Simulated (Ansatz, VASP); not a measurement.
# Two plane-wave programs on PdPt2

```
CELL_PARAMETERS angstrom
2.77548 0.00000 0.00000
0.00000 2.77548 0.00000
0.00000 0.00000 5.72651
ATOMIC_POSITIONS crystal
Pd 0.00000 0.00000 0.00000
Pt 0.50000 0.50000 0.29500
Pt 0.50000 0.50000 0.70500
```

Change from the starting cell: species swapped into the Ga2Cu type (P4/mmm, No. 123).

Alike in both runs: task single point; functional PBE; k mesh 6 × 6 × 4; occupations gaussian, width 0.1 eV; no spin polarisation.

|  | VASP | Ansatz |
| --- | --- | --- |
| version | VASP 6.6.1 | Ansatz 0.2.0 |
| potentials or method | VASP PAW PBE potentials, release 64 (Pd, Pt) | scalar-relativistic, plane waves, PAW |
| plane-wave cutoff (eV) | 520 | 420 |
| valence electrons in the cell | 30 | 54 |

|  | VASP | Ansatz | Ansatz less VASP |
| --- | --- | --- | --- |
| gap on the k mesh at the Fermi level (eV) | none | none | - |
| rms of the force components (eV/Å) | 0.141 | 0.153 | +0.0115 |

Atom by atom the forces differ by 0.012 eV/Å (rms over components). A gap of «none» marks a metal or a gap that the smearing closes. The two sets of potentials don't hold the same shells in valence.

Caveats: the k mesh is coarse (spacing up to 0.38 Å⁻¹), so the values aren't converged. Spin-orbit coupling is left out, which matters for the levels of Pt.
